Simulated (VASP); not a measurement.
Method: LDA (Ceperley-Alder, Perdew-Zunger), VASP's LDA PAW potentials (set 64) (plane waves; VASP 6.6.1).

Input for VASP

POSCAR:
```
KZnF3
1
    3.9171304357     0.0000000000     0.0000000000
    0.0000000000     3.9171304357     0.0000000000
    0.0000000000     0.0000000000     3.9171304357
K Zn F
1 1 3
Direct
  0.0000000000   0.0000000000   0.0000000000
  0.5000000000   0.5000000000   0.5000000000
  0.5000000000   0.0000000000   0.5000000000
  0.0000000000   0.5000000000   0.5000000000
  0.5000000000   0.5000000000   0.0000000000
```

KPOINTS:
```
Automatic mesh
0
Gamma
6 6 6
0 0 0
```

**INCAR**
```
# general
SYSTEM =KZnF3
PREC   =Accurate
ENCUT  =620   # plane-wave cut-off (eV)
LREAL  =F   # projection in real space or not
LASPH  =T

# electronic loop
EDIFF  =1E-6
NELM   =100
ALGO   =Normal   # blocked Davidson
LMAXMIX=4   # l cut-off of mixed one-centre charges

# smearing
ISMEAR =0
SIGMA  =0.05

# ions
IBRION =2
NSW    =40   # most ionic steps
ISIF   =3
EDIFFG =-0.02   # ionic stop
PSTRESS=100   # kbar

# output
LWAVE  =F
LCHARG =F
```

POTCAR, in this order: K_sv Zn F (LDA.64 set). Program: vasp_std.

### Question
What will the output report for the number of irreducible k-points (NKPTS), largest plane-wave count, number of space-group operations, FFT grid (NGX, NGY, NGZ)?

### Answer

```
Property                                       Value
--------------------------------------  ------------
number of irreducible k-points (NKPTS)            20
largest plane-wave count                        2176
number of space-group operations                  48
FFT grid (NGX, NGY, NGZ)                32 × 32 × 32
```

The compound is KZnF3 in the cubic perovskite structure. This run relaxes it under an external pressure of 10 GPa. Symmetry was kept, so distortions that lower it aren't found.
